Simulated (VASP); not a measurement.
Consider the following.

```yaml
crystal:
  lattice:
    - [2.90297, 0.00000, 0.00000]
    - [0.00000, 2.90297, 0.00000]
    - [0.00000, 0.00000, 2.90297]
  atoms:
    - { symbol: Ti, position: [0.50000, 0.50000, 0.50000] }
    - { symbol: Be, position: [0.00000, 0.00000, 0.00000] }
```

Computed with PBEsol GGA, VASP's PBE PAW potentials (set 64) (plane waves; VASP). Run with 400 eV cut-off, 11×11×11 Γ-centred mesh, first-order Methfessel-Paxton smearing of 0.10 eV, potentials Ti_sv Be.

### Question
Estimate the energy per atom (σ→0).

### Answer

```yaml
energy per atom (σ→0): -6.312 eV/atom
```

The absolute energy has meaning only against runs of the same code, potentials and settings.

The structure comes from a computed database's TiBe entry (Pm-3m); how it stands against other phases isn't given here. It was relaxed first. The start is the result of an earlier pass.
